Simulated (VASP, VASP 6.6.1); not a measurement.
# Band gaps of bulk 2H-MoTe₂ from LDA to HSE06: direct gap reproduced, indirect gap undecided

## Background

Two measurements on bulk 2H-MoTe₂ serve as reference. The direct gap comes from room-temperature photoreflectance on a commercial Bridgman-grown crystal ("Photoacoustic and modulated reflectance studies of indirect and direct band gap in van der Waals crystals", 2017, PubMed Central 5684221). It is the A transition at K, an excitonic line, and so lies somewhat below the gap between free-particle levels. The fundamental, indirect gap comes from scanning tunneling spectroscopy at 77 K on micrometre-thick flakes cleaved in ultrahigh vacuum ("Surface transport and band gap structure of exfoliated 2H-MoTe$_2$ crystals", 2014, arXiv:1407.1219). There the band onsets were extrapolated linearly in an averaged conductance curve, so the value describes the surface region and depends on how the onsets are drawn.

| compared with | measured | source's wording or label | T (K) | method |
| --- | --- | --- | --- | --- |
| smallest direct gap (eV) | 1.06 | direct gap at K (A transition) | room temperature | photoreflectance |
| fundamental gap (eV) | 0.96 ± 0.02 | smallest (indirect) quasiparticle gap from STS band onsets | 77 | scanning tunneling spectroscopy |

## Strategy

We look for the cheapest level of theory that gives both gaps of the bulk crystal within 0.15 eV. The model is the six-atom hexagonal cell with the lattice constants of a published structure refinement and the atoms relaxed by LDA, which keeps errors of the computed interlayer distance out of the gaps.

The target is chosen with the physics left out in mind. The calculations hold the nuclei static and contain no excitons; lattice vibrations and exciton binding together may put the measured direct transition roughly 0.1 eV below the computed quantity. A much narrower target would test these omissions more than the functional, while a much wider one would let through the usual gap error of a local functional. The two measured gaps differ by only 0.1 eV, so meeting the target does not by itself establish that the gap is indirect; we follow the kind of gap separately.

We begin with LDA at a modest cutoff and mesh, test these settings, and then add spin-orbit coupling and better functionals as the results require. Tellurium and molybdenum are heavy enough, and the splitting of the valence band at K large enough, that no level will be accepted without spin-orbit coupling.

System: Te2Mo; P6_3/mmc (No. 194), 6 atoms in the cell; conventional a = 3.518, c = 13.974 A, from a published structure refinement (COD).

On the selection of runs and values: Electron-phonon renormalisation and excitons are left out; optical values lie below the quasiparticle gap by the exciton binding energy. 4 further cited values are not listed: repeats, values quoted from earlier work, more than five for one quantity or six quantities, optical onsets of an indirect gap, modes that a denser mesh moves by over 3 %, or quantities that fewer than three runs give.

## 1. LDA at light settings

LDA without spin-orbit coupling is the least expensive starting point and gives the baseline for every later change. We expect an indirect gap that is too small by a few tenths of an eV. The K point does not belong to an 8×8 in-plane mesh, so the levels along the symmetry lines are needed for the direct gap.

**Run 1.** VASP 6.6.1: LDA; 350 eV, 8x8x2 k mesh; measured cell with atoms relaxed by LDA; levels on the mesh and along the symmetry lines, LASPH on.

Key lines of the input:
```
ALGO = Normal
EDIFF = 1E-06
ENCUT = 350
GGA = CA
ISMEAR = 0
LASPH = .TRUE.
NBANDS = 42
NELM = 100
PREC = Accurate
SIGMA = 0.03
KPOINTS: Gamma, 8 8 2
KPOINTS_OPT: line mode along the symmetry lines
PAW data sets: Te Mo_sv (LDA 64)
```

Command:
```
mpirun -np 8 vasp_std
```

Selected lines of the output:
```
   1 F= -.41227423E+02 E0= -.41227423E+02  d E =-.430472E-42
```

Converged; 21 s on 8 cores of Intel Xeon Platinum 8559C (Emerald Rapids), shared host.

| quantity | run 1 | measured | deviation |
| --- | --- | --- | --- |
| smallest direct gap (eV) | 1.020 | 1.06 | −0.040 |
| fundamental gap (eV) | 0.687 | 0.96 ± 0.02 | −0.273 |
| kind of gap | indirect |  |  |

The gap is indirect, and the fundamental gap is too small by 0.273 eV, the usual failing of LDA. The direct gap lies only 0.040 eV below the photoreflectance line, but this agreement cannot be taken at face value: spin-orbit coupling is still missing, and by splitting the valence band at K it should raise the upper branch and reduce the direct gap.

## 2. Cutoff and in-plane mesh

Before adding physics we test the two numerical settings separately, one run with a cutoff of 500 eV and one with a 10×10×2 mesh. Both are still inexpensive in LDA. We expect changes of at most a few hundredths of an eV, small beside the miss in the fundamental gap.

**Run 2.** VASP 6.6.1: LDA; 500 eV, 8x8x2 k mesh; measured cell with atoms relaxed by LDA; levels on the mesh and along the symmetry lines, LASPH on.

Key lines of the input, as changed from run 1:
```diff
- ENCUT = 350
+ ENCUT = 500
```

Selected lines of the output:
```
   1 F= -.41231580E+02 E0= -.41231580E+02  d E =-.897016E-42
```

Converged; 53 s on the same hardware.

**Run 3.** VASP 6.6.1: LDA; 350 eV, 10x10x2 k mesh; measured cell with atoms relaxed by LDA; levels on the mesh and along the symmetry lines, LASPH on.

Key lines of the input, as changed from run 1:
```diff
- KPOINTS: Gamma, 8 8 2
+ KPOINTS: Gamma, 10 10 2
```

Selected lines of the output:
```
   1 F= -.41228403E+02 E0= -.41228403E+02  d E =-.112104E-34
```

Converged; 33 s on the same hardware.

| quantity | run 2 | run 3 | measured |
| --- | --- | --- | --- |
| smallest direct gap (eV) | 1.021 | 1.021 | 1.06 |
| fundamental gap (eV) | 0.686 | 0.682 | 0.96 ± 0.02 |
| kind of gap | indirect | indirect |  |

Neither setting matters at the level of the target. The higher cutoff changes both gaps by 0.001 eV, and the denser in-plane mesh lowers the fundamental gap by 0.005 eV and leaves the direct gap practically unchanged. For LDA the lighter settings are good enough, and the miss in the fundamental gap is not caused by them.

## 3. Spin-orbit coupling in LDA

We now add spin-orbit coupling to LDA at the lighter settings. The upper valence branch at K should move up by roughly 0.1 eV, taking the direct gap down with it. The indirect gap should change less if its valence maximum lies at Γ, where the top band comes mainly from orbitals without angular momentum about the stacking axis (Mo d<sub>z²</sub> and Te p<sub>z</sub>), so that no comparable first-order shift is expected. This run also shows how much a better functional has to make up.

**Run 4.** VASP 6.6.1: LDA with spin-orbit coupling; 350 eV, 8x8x2 k mesh; measured cell with atoms relaxed by LDA; levels on the mesh and along the symmetry lines, LASPH on.

Key lines of the input, as changed from run 1:
```diff
+ GGA_COMPAT = .FALSE.
- NBANDS = 42
+ LMAXMIX = 4
+ LNONCOLLINEAR = .TRUE.
+ LSORBIT = .TRUE.
+ MAGMOM = 0 0 0 0 0 0 0 0 0 0 0 0 0 0 0 0 0 0
+ NBANDS = 64
```

Command:
```
mpirun -np 8 vasp_ncl
```

Selected lines of the output:
```
   1 F= -.41856459E+02 E0= -.41856459E+02  d E =-.209752E-29  mag=    -0.0000    -0.0000     0.0000
```

Converged; 2.1 min on the same hardware.

| quantity | run 4 | measured | deviation |
| --- | --- | --- | --- |
| smallest direct gap (eV) | 0.953 | 1.06 | −0.107 |
| fundamental gap (eV) | 0.674 | 0.96 ± 0.02 | −0.286 |
| kind of gap | indirect |  |  |

Spin-orbit coupling lowers the direct gap by 0.067 eV and the fundamental gap by only 0.013 eV. The small second change fits a valence maximum at Γ, though it doesn't prove that position. With the coupling included, LDA still meets the target for the direct gap, but the fundamental gap is now 0.286 eV too small, almost twice the tolerance. The functional is the likeliest source of the missing part, so we vary it next.

## 4. Three other functionals without spin-orbit coupling

PBE, r2SCAN and TB-mBJ are compared at the same cell and settings, first without spin-orbit coupling, so that each differs from the first LDA run only in the functional and the PAW data sets that go with it. All three avoid the cost of exact exchange. We expect little from PBE, a moderate opening from r2SCAN and a larger one from TB-mBJ, whose potential is built for band gaps. The functional needed here must open the indirect gap by more than the direct one, since LDA is much closer for the latter. Whichever looks suitable will be repeated with spin-orbit coupling before it is judged.

**Run 5.** VASP 6.6.1: PBE; 350 eV, 8x8x2 k mesh; measured cell with atoms relaxed by LDA; levels on the mesh and along the symmetry lines, LASPH on.

Key lines of the input, as changed from run 1:
```diff
- GGA = CA
+ GGA = PE
- PAW data sets: Te Mo_sv (LDA 64)
+ PAW data sets: Te Mo_sv (PBE 64)
```

Selected lines of the output:
```
   1 F= -.35957645E+02 E0= -.35957645E+02  d E =-.404786E-43
```

Converged; 23 s on the same hardware.

**Run 6.** VASP 6.6.1: r2SCAN; 350 eV, 8x8x2 k mesh; measured cell with atoms relaxed by LDA; levels on the mesh and along the symmetry lines, LASPH on.

Key lines of the input, as changed from run 5:
```diff
- GGA = PE
+ METAGGA = R2SCAN
```

Selected lines of the output:
```
   1 F= -.15557811E+03 E0= -.15557811E+03  d E =-.562899E-35
```

Converged; 69 s on the same hardware.

**Run 7.** VASP 6.6.1: TB-mBJ; 350 eV, 8x8x2 k mesh; measured cell with atoms relaxed by LDA; levels on the mesh and along the symmetry lines, LASPH on.

Key lines of the input, as changed from run 5:
```diff
- GGA = PE
+ METAGGA = MBJ
- NELM = 100
+ NELM = 150
```

Converged; 47 s on the same hardware.

| quantity | run 5 | run 6 | run 7 | measured |
| --- | --- | --- | --- | --- |
| smallest direct gap (eV) | 1.027 | 1.113 | 1.046 | 1.06 |
| fundamental gap (eV) | 0.720 | 0.832 | 0.835 | 0.96 ± 0.02 |
| kind of gap | indirect | indirect | indirect |  |

PBE opens the fundamental gap by only 0.033 eV over LDA and still misses it by 0.240 eV. r2SCAN and TB-mBJ bring it to 0.832 and 0.835 eV, inside the tolerance, and both open the indirect gap more than the direct one. TB-mBJ does so more selectively: it raises the direct gap by just 0.026 eV over LDA, r2SCAN by 0.093 eV. Our expectation that TB-mBJ would open the gaps more than r2SCAN is not borne out.

Neither functional can be accepted yet. Their fundamental gaps have little more than 0.02 eV to spare, and spin-orbit coupling is still absent.

## 5. Spin-orbit coupling with both candidates

We repeat r2SCAN and TB-mBJ with spin-orbit coupling, because their fundamental gaps are too close to each other to choose between them beforehand. If the coupling acts much as in LDA, both will stay just within the target for the indirect gap, and the direct gaps will fall by several hundredths of an eV. The margin is narrow enough that this has to be calculated.

**Run 8.** VASP 6.6.1: r2SCAN with spin-orbit coupling; 350 eV, 8x8x2 k mesh; measured cell with atoms relaxed by LDA; levels on the mesh and along the symmetry lines, LASPH on.

Key lines of the input, as changed from run 4:
```diff
- GGA = CA
+ METAGGA = R2SCAN
- PAW data sets: Te Mo_sv (LDA 64)
+ PAW data sets: Te Mo_sv (PBE 64)
```

Selected lines of the output:
```
   1 F= -.15614933E+03 E0= -.15614933E+03  d E =-.287247E-32  mag=     0.0000     0.0000    -0.0000
```

Converged; 9.4 min on the same hardware.

**Run 9.** VASP 6.6.1: TB-mBJ with spin-orbit coupling; 350 eV, 8x8x2 k mesh; measured cell with atoms relaxed by LDA; levels on the mesh and along the symmetry lines, LASPH on.

Key lines of the input, as changed from run 8:
```diff
- METAGGA = R2SCAN
+ METAGGA = MBJ
- NELM = 100
+ NELM = 150
```

Selected lines of the output:
```
   1 F= 0.16707605E+04 E0= 0.16707605E+04  d E =-.236056E-22  mag=     0.0000    -0.0000     0.0000
```

Converged; 5.7 min on the same hardware.

| quantity | run 8 | run 9 | measured |
| --- | --- | --- | --- |
| smallest direct gap (eV) | 1.044 | 0.969 | 1.06 |
| fundamental gap (eV) | 0.820 | 0.823 | 0.96 ± 0.02 |
| kind of gap | indirect | indirect |  |

With spin-orbit coupling both functionals fall within the target for both gaps. The direct gap is 0.016 eV too small in r2SCAN and about 0.09 eV too small in TB-mBJ; the fundamental gap is too small by 0.140 and 0.137 eV. The coupling lowers the fundamental gap by 0.012 eV in each case, close to the change in LDA.

The direct gap is met with room to spare, but the fundamental gap is not securely met. Its margin is about 0.01 eV, less than the 0.02 eV uncertainty of the tunneling value, so an equally good measurement at the upper end of that range would turn both results into misses. We therefore treat the indirect gap as undecided at this level.

## 6. A hybrid functional for the indirect gap

The thin margin justifies a step to HSE06, whose screened exact exchange should open the indirect gap further. To limit the cost we use a coarser 5×5×1 mesh and add the spin-orbit changes found in LDA. That transfer is reasonable for the fundamental gap, where three functionals gave nearly the same change. We expect the fundamental gap to come closer to experiment, with a risk that the direct gap becomes too large.

**Run 10.** VASP 6.6.1: HSE06; 350 eV, 5x5x1 k mesh; measured cell with atoms relaxed by LDA; levels on the mesh and along the symmetry lines, LASPH on.

Key lines of the input, as changed from run 5:
```diff
+ AEXX = 0.25
+ HFSCREEN = 0.2
- NBANDS = 42
+ LHFCALC = .TRUE.
+ NBANDS = 32
+ PRECFOCK = Fast
- KPOINTS: Gamma, 8 8 2
+ KPOINTS: Gamma, 5 5 1
```

Selected lines of the output:
```
   1 F= -.43725042E+02 E0= -.43725042E+02  d E =-.979977E-13
```

Converged; 11 min on the same hardware (all steps together).

**Run 11.** VASP 6.6.1: worked out from finished runs, with no new run: HSE06; 350 eV, 5x5x1 k mesh; measured cell with atoms relaxed by LDA; levels on the mesh and along the symmetry lines; the spin-orbit change of the LDA gaps added, LASPH on.

Command:
```
none
```

| quantity | run 10 | run 11 | measured |
| --- | --- | --- | --- |
| smallest direct gap (eV) | 1.455 | 1.387 | 1.06 |
| fundamental gap (eV) | 1.139 | 1.126 | 0.96 ± 0.02 |
| kind of gap | indirect | – |  |

HSE06 puts both gaps above the measured values. With the spin-orbit change from LDA added, the direct gap is 1.387 eV, 0.327 eV above the photoreflectance line and a clear miss. Exciton binding and lattice vibrations, at roughly 0.1 eV together, would explain only part of this excess. Nor does the transferred spin-orbit change account for it: LDA, r2SCAN and TB-mBJ agree on that change to about 0.01 eV.

The fundamental gap of 1.126 eV is 0.166 eV too large. That is just outside the target, and the 0.02 eV uncertainty of the tunneling value is enough to leave this gap undecided too, now from the other side. The hybrid therefore does not settle the indirect gap, and it loses the good direct gap of the cheaper functionals. The effect of its 5×5×1 mesh, with a single layer of points along the stacking axis, was not examined here, so part of the excess may come from the sampling.

## Results at a glance

| run | settings | smallest direct gap (eV) | deviation | fundamental gap (eV) | deviation | cost |
| --- | --- | --- | --- | --- | --- | --- |
| 1 | LDA, 350 eV, 8x8x2 k mesh | 1.020 | −0.040 | 0.687 | −0.273 | 2.8 core-min |
| 2 | LDA, 500 eV, 8x8x2 k mesh | 1.021 | −0.039 | 0.686 | −0.274 | 7.1 core-min |
| 3 | LDA, 350 eV, 10x10x2 k mesh | 1.021 | −0.039 | 0.682 | −0.278 | 4.4 core-min |
| 4 | LDA with spin-orbit coupling, 350 eV, 8x8x2 k mesh | 0.953 | −0.107 | 0.674 | −0.286 | 17 core-min |
| 5 | PBE, 350 eV, 8x8x2 k mesh | 1.027 | −0.033 | 0.720 | −0.240 | 3.1 core-min |
| 6 | r2SCAN, 350 eV, 8x8x2 k mesh | 1.113 | +0.053 | 0.832 | −0.128 | 9.2 core-min |
| 7 | TB-mBJ, 350 eV, 8x8x2 k mesh | 1.046 | −0.014 | 0.835 | −0.125 | 6.3 core-min |
| 8 | r2SCAN with spin-orbit coupling, 350 eV, 8x8x2 k mesh | 1.044 | −0.016 | 0.820 | −0.140 | 75 core-min |
| 9 | TB-mBJ with spin-orbit coupling, 350 eV, 8x8x2 k mesh | 0.969 | −0.092 | 0.823 | −0.137 | 45 core-min |
| 10 | HSE06, 350 eV, 5x5x1 k mesh | 1.455 | +0.395 | 1.139 | +0.179 | 90 core-min |
| 11 | worked out from finished runs, with no new run: HSE06, 350 eV, 5x5x1 k mesh, the spin-orbit change of the LDA gaps added | 1.387 | +0.327 | 1.126 | +0.166 | – |
|  | measured | 1.06 |  | 0.96 ± 0.02 |  |  |

## How well does the simulation do?

r2SCAN and TB-mBJ, both with spin-orbit coupling, meet the 0.15 eV target for the direct gap; for the fundamental gap the outcome is undecided. Their direct gaps are 0.016 and 0.092 eV too small. Their fundamental gaps are low by 0.140 and 0.137 eV, inside the target by less than the 0.02 eV uncertainty of the tunneling value. Each calculation took roughly an hour of core time, and the difference in cost between them is not significant.

Going from LDA to r2SCAN or TB-mBJ opened the indirect gap more than the direct one, while spin-orbit coupling acted mainly on the direct gap. PBE brought little. HSE06 with the LDA spin-orbit change missed the direct gap by 0.327 eV and left the fundamental gap undecided from above.

The close direct gap of r2SCAN probably rests partly on a cancellation. The measured line is lowered by exciton binding and lattice vibrations, together perhaps 0.1 eV, so a correct static gap without excitons should lie above it. Both functionals therefore probably still underestimate the direct gap. Zero-point motion would also lower the measured fundamental gap, probably by some hundredths of an eV, which would make the true shortfall there slightly larger. The choice of band onsets in the tunneling curve could shift that reference either way.

Cutoff and in-plane mesh were tested only in LDA, so small numerical errors in r2SCAN or TB-mBJ could also matter at such a narrow margin. A GW calculation with spin-orbit coupling would be the natural next step.

[Logs are printed without paths, hosts, clocks, repeated set-up lines and the standing remarks that a program may print on its own settings, such as how far it seeks lower states.]

[The runs shown are a pick from a larger set of finished runs; failed, doubtful and other runs were left out of it ahead of writing. So were measured values far from every level or from commonly accepted values, and agreement can look better than it is. Lines of input and output are excerpts and may be shortened.]
